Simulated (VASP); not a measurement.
Energy against volume of WSi2 (MoSi2 type). Level of theory: PBE GGA with D3 dispersion (zero damping), VASP's PBE PAW potentials (set 64) (plane waves; VASP). Numerical set-up: 520 eV cut-off, 13×13×13 Γ-centred mesh, first-order Methfessel-Paxton smearing of 0.10 eV, potentials Si W_sv.

Shape and ions are relaxed at each volume.

```csv
V (Å³/atom),E (eV/atom)
12.983,-8.64558
13.384,-8.65488
13.786,-8.64647
14.187,-8.62300
```

Q: Fit these four points and predict the energy of the run at 12.581 Å³/atom.

A: A cubic in V^(−2/3), the third-order Birch-Murnaghan form, passes through the four points with V0 = 13.38 Å³/atom and B0 = 235 GPa, and gives -8.6154 eV/atom there. The run gave -8.6155 eV/atom, -0.1 meV/atom from the fit; all five points give B0 = 235 GPa.

The compound is WSi2 in the MoSi2 type structure. It was relaxed first.
